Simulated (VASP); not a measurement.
Level of theory: r2SCAN meta-GGA, VASP's PBE PAW potentials (set 64) (plane waves; VASP 6.6.1).

Input for VASP

File POSCAR:
```
TiSi
2.8605690
  0.9999998297   0.0000000329   0.0000000000
 -0.5000000308   0.8660253045   0.0000000000
  0.0000000000   0.0000000000   1.4647811453
Ti Si
1 1
Cartesian
  0.0000000000   0.0000000000   0.0000000000
  0.5000003762   0.2886748347   0.7323905727
```

### INCAR
```
! general
SYSTEM  = TiSi
PREC    = Accurate
ENCUT   = 400   ! plane-wave cut-off (eV)
LREAL   = .FALSE.   ! projection in real space or not
LASPH   = .TRUE.   ! aspherical one-centre terms

! electronic loop
EDIFF   = 1E-7   ! SCF stop (eV)
NELM    = 100   ! most electronic steps
ALGO    = Normal   ! blocked Davidson
LMAXMIX = 4   ! l cut-off of mixed one-centre charges
LMIXTAU = .TRUE.

! smearing
ISMEAR  = -5   ! tetrahedra, Bloechl

! functional
METAGGA = R2SCAN

! ions
ISIF    = 2   ! forces and stress, cell fixed

! output
LWAVE   = .FALSE.
LCHARG  = .FALSE.
LORBIT  = 11
NEDOS   = 601
```

### KPOINTS
```
Automatic
0
Gamma
16 16 10
```

File KPOINTS_OPT:
```
k-points along high-symmetry lines
6
Line-mode
Reciprocal
  0.000000   0.000000   0.000000 ! GAMMA
  0.500000   0.000000   0.000000 ! M

  0.500000   0.000000   0.000000 ! M
  0.333333   0.333333   0.000000 ! K

  0.333333   0.333333   0.000000 ! K
  0.000000   0.000000   0.000000 ! GAMMA

  0.000000   0.000000   0.000000 ! GAMMA
  0.000000   0.000000   0.500000 ! A

  0.000000   0.000000   0.500000 ! A
  0.500000   0.000000   0.500000 ! L

  0.500000   0.000000   0.500000 ! L
  0.333333   0.333333   0.500000 ! H

  0.333333   0.333333   0.500000 ! H
  0.000000   0.000000   0.500000 ! A

  0.500000   0.000000   0.500000 ! L
  0.500000   0.000000   0.000000 ! M

  0.333333   0.333333   0.500000 ! H
  0.333333   0.333333   0.000000 ! K
```

POTCAR, in this order: Ti_sv Si (PBE.64 set). Program: vasp_std.

The resulting files:

File OSZICAR:
```
       N       E                     dE             d eps       ncg     rms          rms(c)
DAV:   1     0.855534593632E+02    0.85553E+02   -0.72320E+03  4324   0.125E+03
DAV:   2    -0.209375713743E+02   -0.10649E+03   -0.10247E+03  4424   0.329E+02
DAV:   3    -0.273669459396E+02   -0.64294E+01   -0.62001E+01  6532   0.788E+01
DAV:   4    -0.275782275575E+02   -0.21128E+00   -0.21041E+00  5280   0.130E+01
DAV:   5    -0.275873297502E+02   -0.91022E-02   -0.91081E-02  6488   0.246E+00    0.127E+01
DAV:   6    -0.230946125249E+02    0.44927E+01   -0.11696E+01  5796   0.525E+01    0.323E+00
DAV:   7    -0.224425338718E+02    0.65208E+00   -0.13731E+00  5220   0.151E+01    0.257E+00
DAV:   8    -0.226200846651E+02   -0.17755E+00   -0.33995E-01  5764   0.533E+00    0.129E+00
DAV:   9    -0.226314403306E+02   -0.11356E-01   -0.76642E-02  4884   0.361E+00    0.503E-01
DAV:  10    -0.225739331492E+02    0.57507E-01   -0.12522E-01  4452   0.461E+00    0.182E-01
DAV:  11    -0.226390692680E+02   -0.65136E-01   -0.34544E-02  4496   0.186E+00    0.114E-01
DAV:  12    -0.226396159895E+02   -0.54672E-03   -0.97517E-04  5348   0.325E-01    0.104E-01
DAV:  13    -0.226393757551E+02    0.24023E-03   -0.68344E-04  4440   0.331E-01    0.734E-02
DAV:  14    -0.226400818018E+02   -0.70605E-03   -0.39465E-04  4748   0.259E-01    0.363E-02
DAV:  15    -0.226397894726E+02    0.29233E-03   -0.74665E-05  4972   0.111E-01    0.300E-02
DAV:  16    -0.226401164435E+02   -0.32697E-03   -0.20542E-05  4604   0.654E-02    0.217E-02
DAV:  17    -0.226400027247E+02    0.11372E-03   -0.90390E-06  5300   0.358E-02    0.453E-03
DAV:  18    -0.226400757773E+02   -0.73053E-04   -0.12021E-06  4864   0.131E-02    0.273E-03
DAV:  19    -0.226400507278E+02    0.25049E-04   -0.14790E-07  3628   0.507E-03    0.233E-03
DAV:  20    -0.226400559902E+02   -0.52624E-05   -0.16964E-07  3544   0.568E-03    0.377E-04
DAV:  21    -0.226400343625E+02    0.21628E-04   -0.54657E-08  2284   0.279E-03    0.375E-04
DAV:  22    -0.226400341351E+02    0.22734E-06   -0.16101E-08  2268   0.134E-03    0.315E-04
DAV:  23    -0.226400355693E+02   -0.14341E-05   -0.59598E-09  2276   0.745E-04    0.452E-04
DAV:  24    -0.226400355820E+02   -0.12747E-07   -0.24600E-09  2248   0.571E-04
   1 F= -.22640036E+02 E0= -.22640036E+02  d E =0.000000E+00
       N       E                     dE             ncg
```

File OUTCAR:
```
------------------------ aborting loop because EDIFF is reached ----------------------------------------
  FORCE on cell =-STRESS in cart. coord.  units (eV):
  Direction    XX          YY          ZZ          XY          YZ          ZX
  --------------------------------------------------------------------------------------
  Total       -0.0764877     -0.0764877      0.1239478      0.0000000      0.0000000      0.0000000
  in kB       -4.1270670     -4.1270677      6.6878842      0.0000004      0.0000000      0.0000000
  external PRESSURE =      -0.5220835 kB  Pullay stress =       0.0000000 kB
  volume of cell :       29.69
      direct lattice vectors                 reciprocal lattice vectors
     2.860568513  0.000000094  0.000000000     0.349580853  0.201830635  0.000000000
    -1.430284588  2.477325139  0.000000000    -0.000000013  0.403661177  0.000000000
     0.000000000  0.000000000  4.190107536     0.000000000  0.000000000  0.238657359
 POSITION                                       TOTAL-FORCE (eV/Angst)
 -----------------------------------------------------------------------------------
      0.00000      0.00000      0.00000         0.000000     -0.000000      0.000000
      1.43029      0.82577      2.09505        -0.000000      0.000000      0.000000
 -----------------------------------------------------------------------------------
    total drift:                               -0.000038      0.000020     -0.000000
  FREE ENERGIE OF THE ION-ELECTRON SYSTEM (eV)
  ---------------------------------------------------
  free  energy   TOTEN  =       -22.6400355820 eV

  energy  without entropy=      -22.6400355820  energy(sigma->0) =      -22.64003558

 total charge

# of ion       s       p       d       tot
------------------------------------------
    1        2.200   6.175   1.935  10.310
    2        0.779   0.846   0.000   1.625
--------------------------------------------------
tot          2.979   7.021   1.935  11.935
```
(Selected blocks of OUTCAR.)

For a metal the tetrahedron method with Blöchl corrections gives inexact stress and forces.

The structure was generated: TiSi was put into the WC type (P-6m2), which need not be its known phase. It was relaxed first, which changed the volume by -15 %.
